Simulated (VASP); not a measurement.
Given:

```xyz
2
Lattice="1.3171 -2.2813 0.0000 1.3171 2.2813 0.0000 0.0000 0.0000 4.6125" Properties=species:S:1:pos:R:3 pbc="T T T"
Zn     1.3171     0.7604     1.1531
Zn     1.3171    -0.7604     3.4594
```

Calculation: MS2 meta-GGA, VASP's PBE PAW potentials (set 64) (plane waves; VASP). Settings: 520 eV cut-off, 18×18×9 Γ-centred mesh, tetrahedra with Blöchl corrections, potentials Zn.

**Question.** Give the energies of bands 11 to 15 at the high-symmetry points, in eV from the Fermi level.

**Answer.** 
| band | Γ | M | K | A | L | H |
|---|---|---|---|---|---|---|
| 11 | -7.30 | -3.44 | -0.39 | -7.42 | -2.35 | 0.57 |
| 12 | -3.93 | -2.57 | -0.39 | -7.42 | -2.35 | 0.57 |
| 13 | -2.26 | 3.29 | -0.36 | 6.13 | 0.11 | 1.64 |
| 14 | 16.78 | 3.63 | 5.59 | 6.13 | 0.11 | 1.64 |
| 15 | 17.57 | 5.10 | 6.45 | 19.15 | 11.73 | 2.24 |

It has no gap at this level: it comes out as a metal or semimetal.

The compound is Zn in the hcp structure. It was relaxed first, which changed the volume by -9 %.
